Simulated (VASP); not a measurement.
# GW-BSE spectrum of NaCl, part 2 of 3

Aim: the optical spectrum of NaCl with the electron-hole interaction. The cell is of the rock-salt type, one of the forms listed for this formula. The start is a cell from a database of measured crystal structures.

VASP 6.6.1, plane waves and PAW; the level of theory is named at each step.

So far. Step 2 (Ground state): The cell has a gap of 5.16 eV on mesh and path. Step 3 (Empty bands): WAVECAR now holds 104 bands for 16 electrons. Its independent-particle dielectric tensor has xx, yy, zz = 2.8, 2.8, 2.8 on this mesh, which isn't tested for convergence in mesh or bands and lacks local fields.

The database entry behind the starting cell differs from later determinations by our own check (an axis about 0.4 % short against later determinations), so it need not match the best structure at ambient conditions.

### Step 4. G0W0

This step: G0W0 on PBE; plane waves and PAW (Cl_GW, Na_sv_GW) (VASP 6.6.1).

One pass of GW corrects the levels to first order, with G and W from the starting orbitals. LWAVE keeps the quasiparticle levels in WAVECAR, and the W files hold the screened interaction for the next step.

Input file INCAR:

```
SYSTEM = NaCl
PREC = Accurate
ENCUT = 400
ISMEAR = 0
SIGMA = 0.01
LREAL = .FALSE.
GGA = PE
NBANDS = 104
ALGO = EVGW0
NELMGW = 1
ENCUTGW = 100
NOMEGA = 48
PRECFOCK = Fast
NBANDSGW = 16
LWAVE = .TRUE.
LCHARG = .FALSE.
```

Input file POSCAR:

```
NaCl
1.0
    0.0000000000      2.8100000000      2.8100000000
    2.8100000000      0.0000000000      2.8100000000
    2.8100000000      2.8100000000      0.0000000000
Cl Na
1 1
Direct
    0.5000000000      0.5000000000      0.5000000000
    0.0000000000      0.0000000000      0.0000000000
```

Input file KPOINTS:

```
Automatic mesh
0
Gamma
6 6 6
0 0 0
```

The projector-augmented-wave data sets are Cl_GW and Na_sv_GW (PBE family, release 64).

On the command line:

```console
$ mpirun -np 8 vasp_std
```

Output:

```text
[banner, memory and clock lines left out]
running    8 mpi-ranks, on    1 nodes
 distrk:  each k-point on    8 cores,    1 groups
 distr:  one band on    1 cores,    8 groups

 POSCAR found type information on POSCAR ClNa
 POSCAR found :  2 types and       2 ions
 [... a notice as in an earlier step ...]

|                                                                             |
|           W    W    AA    RRRRR   N    N  II  N    N   GGGG   !!!           |
|           W    W   A  A   R    R  NN   N  II  NN   N  G    G  !!!           |
|           W    W  A    A  R    R  N N  N  II  N N  N  G       !!!           |
|           W WW W  AAAAAA  RRRRR   N  N N  II  N  N N  G  GGG   !            |
|           WW  WW  A    A  R   R   N   NN  II  N   NN  G    G                |
|           W    W  A    A  R    R  N    N  II  N    N   GGGG   !!!           |
|                                                                             |
|     The default for ENCUTGWSOFT is different in this version of VASP.       |
|     please manually set ENCUTGWSOFT =100 in the INCAR file.                 |
|                                                                             |

 LDA part: xc-table for (Slater+PW92), standard interpolation
 found WAVECAR, reading the header
 POSCAR, INCAR and KPOINTS ok, starting setup
 FFT: planning ... GRIDC
 FFT: planning ... GRID_SOFT
 FFT: planning ... GRID
 reading WAVECAR
 the WAVECAR file was read successfully
 initial charge from wavefunction
 available memory per node:    135.47 GB, setting MAXMEM to    138718

 The Fermi energy was updated, please check that it is located mid-gap
 values below the HOMO (VB) or above the LUMO (CB) will cause erroneous energies
 E-fermi :   1.7024

 calculate exact exchange contribution
 the WAVEDER file was read successfully
energies w=
    0.000    0.000    1.615    0.000    3.223    0.000    4.820    0.000
    6.401    0.000    7.962    0.000    9.499    0.000   11.011    0.000
   12.496    0.000   13.956    0.000   15.390    0.000   16.802    0.000
   18.192    0.000   19.564    0.000   20.922    0.000   22.269    0.000
   23.610    0.000   24.948    0.000   26.290    0.000   27.639    0.000
   29.002    0.000   30.384    0.000   31.793    0.000   33.234    0.000
   34.717    0.000   36.250    0.000   37.843    0.000   39.507    0.000
   41.256    0.000   43.105    0.000   45.072    0.000   47.178    0.000
   49.450    0.000   51.917    0.000   54.619    0.000   57.603    0.000
   60.928    0.000   64.671    0.000   68.931    0.000   73.837    0.000
   79.565    0.000   86.357    0.000   94.553    0.000  104.654    0.000
  117.419    0.000  134.064    0.000  156.657    0.000  189.036    0.000
 responsefunction array rank=     120
 LDA part: xc-table for (Slater+PW92), standard interpolation

 min. memory requirement per mpi rank    168.4 MB, per node   1347.5 MB

 allocating   6 responsefunctions rank=   120
 shmem allocating  48 responsefunctions rank=   120
 response function shared by NCSHMEM nodes    1
 Doing            6  frequencies on each core in blocks of           48
NQ=   1    0.0000    0.0000    0.0000,
|.........|.........|.........|.........|.........|.........|.........|.........
 performed        385000 updates of chi_q(r,r)
 total number of BLAS operations         39.33 Gflops
NQ=   2    0.1667    0.0000    0.0000,
|.........|.........|.........|.........|.........|.........|.........|.........
 performed       1076000 updates of chi_q(r,r)
 total number of BLAS operations         99.14 Gflops
NQ=   3    0.3333    0.0000    0.0000,
|.........|.........|.........|.........|.........|.........|.........|.........
 performed       1767000 updates of chi_q(r,r)
 total number of BLAS operations        152.25 Gflops
NQ=   4    0.5000    0.0000    0.0000,
|.........|.........|.........|.........|.........|.........|.........|.........
 performed       2291000 updates of chi_q(r,r)
 total number of BLAS operations        201.22 Gflops
NQ=   5    0.1667    0.1667    0.0000,
|.........|.........|.........|.........|.........|.........|.........|.........
 performed       2905000 updates of chi_q(r,r)
 total number of BLAS operations        247.48 Gflops
NQ=   6    0.3333    0.1667    0.0000,
|.........|.........|.........|.........|.........|.........|.........|.........
 performed       3875000 updates of chi_q(r,r)
 total number of BLAS operations        329.87 Gflops
NQ=   7    0.5000    0.1667    0.0000,
|.........|.........|.........|.........|.........|.........|.........|.........
 performed       4845000 updates of chi_q(r,r)
 total number of BLAS operations        405.99 Gflops
NQ=   8   -0.3333    0.1667    0.0000,
|.........|.........|.........|.........|.........|.........|.........|.........
 performed       5815000 updates of chi_q(r,r)
 total number of BLAS operations        482.10 Gflops
NQ=   9   -0.1667    0.1667    0.0000,
|.........|.........|.........|.........|.........|.........|.........|.........
 performed       6612000 updates of chi_q(r,r)
 total number of BLAS operations        544.65 Gflops
NQ=  10    0.3333    0.3333    0.0000,
|.........|.........|.........|.........|.........|.........|.........|.........
 performed       7226000 updates of chi_q(r,r)
 total number of BLAS operations        597.83 Gflops
NQ=  11    0.5000    0.3333    0.0000,
|.........|.........|.........|.........|.........|.........|.........|.........
 performed       8196000 updates of chi_q(r,r)
 total number of BLAS operations        678.63 Gflops
NQ=  12   -0.3333    0.3333    0.0000,
|.........|.........|.........|.........|.........|.........|.........|.........
 performed       8993000 updates of chi_q(r,r)
 total number of BLAS operations        743.73 Gflops
NQ=  13    0.5000    0.5000    0.0000,
|.........|.........|.........|.........|.........|.........|.........|.........
 performed       9477000 updates of chi_q(r,r)
 total number of BLAS operations        776.56 Gflops
NQ=  14    0.5000    0.3333    0.1667,
|.........|.........|.........|.........|.........|.........|.........|.........
 performed      10454000 updates of chi_q(r,r)
 total number of BLAS operations        856.32 Gflops
NQ=  15   -0.3333    0.3333    0.1667,
|.........|.........|.........|.........|.........|.........|.........|.........
 performed      11344000 updates of chi_q(r,r)
 total number of BLAS operations        933.41 Gflops
NQ=  16   -0.3333    0.5000    0.1667,
|.........|.........|.........|.........|.........|.........|.........|.........
 performed      12141000 updates of chi_q(r,r)
 total number of BLAS operations       1002.43 Gflops
 resolving degeneracies of screened two electron integrals

 calculate QP shifts <psi_nk| G(iteration)W_0 |psi_nk>: iteration 1
 writing wavefunctions
 entering main loop
```

It took 98 s on 8 MPI ranks of Intel Xeon Platinum 8559C (Emerald Rapids), shared host; peak memory 1.9 GiB.

Parts of OUTCAR (step 4):

```text
The static configuration has the point symmetry O_h .

 Found     16 irreducible k-points:

   k-points           NKPTS =     16   k-points in BZ     NKDIM =    216   number of bands    NBANDS=    104

   NELECT =      16.0000    total number of electrons

 E-fermi :   1.7024

 QP shifts <psi_nk| G(iteration)W_0 |psi_nk>: iteration 1
 for sc-GW calculations column KS-energies equals QP-energies in previous step
 and V_xc(KS)=  KS-energies - (<T + V_ion + V_H > + <T+V_H+V_ion>^1  + <V_x>^1)
 k-point   1 :       0.0000    0.0000    0.0000
  band No.  KS-energies  QP-energies   sigma(KS)   V_xc(KS)     V^pw_x(r,r')   Z            occupation Imag(sigma)
    ...
      5     -13.5584     -14.9489     -16.9101     -14.9637     -24.2366       0.7144       2.0000       1.6870
      6      -0.8754      -2.6662     -16.7769     -14.5356     -18.8681       0.7990       2.0000       0.1878
      7      -0.8754      -2.6662     -16.7769     -14.5356     -18.8681       0.7990       2.0000       0.1878
      8      -0.8754      -2.6662     -16.7769     -14.5356     -18.8681       0.7990       2.0000       0.1878
      9       4.2803       5.2292      -7.0545      -8.1647      -4.1182       0.8547       0.0000      -0.1492
     10      10.1739      11.4759      -6.7623      -8.3076      -3.5249       0.8425       0.0000      -0.1949
     11      10.1739      11.4759      -6.7623      -8.3076      -3.5249       0.8425       0.0000      -0.1949
     12      10.1739      11.4759      -6.7623      -8.3076      -3.5249       0.8425       0.0000      -0.1949
    ...

 k-point   2 :       0.1667    0.0000    0.0000
  band No.  KS-energies  QP-energies   sigma(KS)   V_xc(KS)     V^pw_x(r,r')   Z            occupation Imag(sigma)
    ...
      5     -13.4760     -14.8575     -17.0115     -15.0784     -24.3236       0.7147       2.0000       1.6596
      6      -1.4842      -3.3597     -16.0039     -13.6419     -18.0975       0.7940       2.0000       0.2014
      7      -0.9458      -2.7530     -16.7032     -14.4401     -18.8032       0.7985       2.0000       0.1897
      8      -0.9458      -2.7530     -16.7032     -14.4401     -18.8032       0.7985       2.0000       0.1897
      9       5.0980       6.1097      -7.5443      -8.7392      -4.5933       0.8467       0.0000      -0.1552
     10       9.4182      10.5718      -6.6391      -8.0117      -3.4376       0.8404       0.0000      -0.1964
     11      10.4557      11.7949      -6.9418      -8.5378      -3.6609       0.8391       0.0000      -0.2024
     12      10.4557      11.7949      -6.9418      -8.5378      -3.6609       0.8391       0.0000      -0.2024
    ...

 k-point   3 :       0.3333    0.0000    0.0000
  band No.  KS-energies  QP-energies   sigma(KS)   V_xc(KS)     V^pw_x(r,r')   Z            occupation Imag(sigma)
    ...
      5     -13.3037     -14.6644     -17.2282     -15.3249     -24.5115       0.7149       2.0000       1.6057
      6      -2.4278      -4.4819     -15.2362     -12.6471     -17.4513       0.7933       2.0000       0.2350
      7      -1.0802      -2.9166     -16.5708     -14.2670     -18.6891       0.7971       2.0000       0.1936
      8      -1.0802      -2.9166     -16.5708     -14.2670     -18.6891       0.7971       2.0000       0.1936
      9       6.2036       7.2062      -7.1278      -8.3115      -4.1302       0.8471       0.0000      -0.1644
     10       9.2425      10.5162      -7.7342      -9.2697      -4.4049       0.8296       0.0000      -0.2208
     11      10.2717      11.6936      -7.4118      -9.1049      -4.1478       0.8398       0.0000      -0.1993
     12      10.2717      11.6936      -7.4118      -9.1049      -4.1478       0.8398       0.0000      -0.1993
    ...

[... 7 parts as in an earlier step ...]

[... 5 further parts left out ...]
```

Numbers from this step:

```yaml
quasiparticle_gap_on_the_mesh: 7.895 eV
smallest_direct_quasiparticle_gap_on_the_mesh: 7.895 eV
gap_of_the_starting_orbitals_on_the_mesh: 5.156 eV
```

GW takes the gap from 5.156 to 7.895 eV. The value holds for 104 bands, ENCUTGW = 100 eV and this mesh, and isn't shown to be converged in them.

[end of part 2 of 3]

[Lines on the potential files, build, host, timing and source positions are cut from VASP's logs without a mark.]

[Logs are printed without paths, hosts, clocks, repeated set-up lines and the standing remarks that a program may print on its own settings, such as how far it seeks lower states.]

[Hosts, paths, dates, database ids (printed as entryN), source tags and the programs' standing remarks are cut or masked in the printed files.]

[Pressures printed for these runs are not shown converged in the cutoff: they can be off by several GPa and have the wrong sign.]
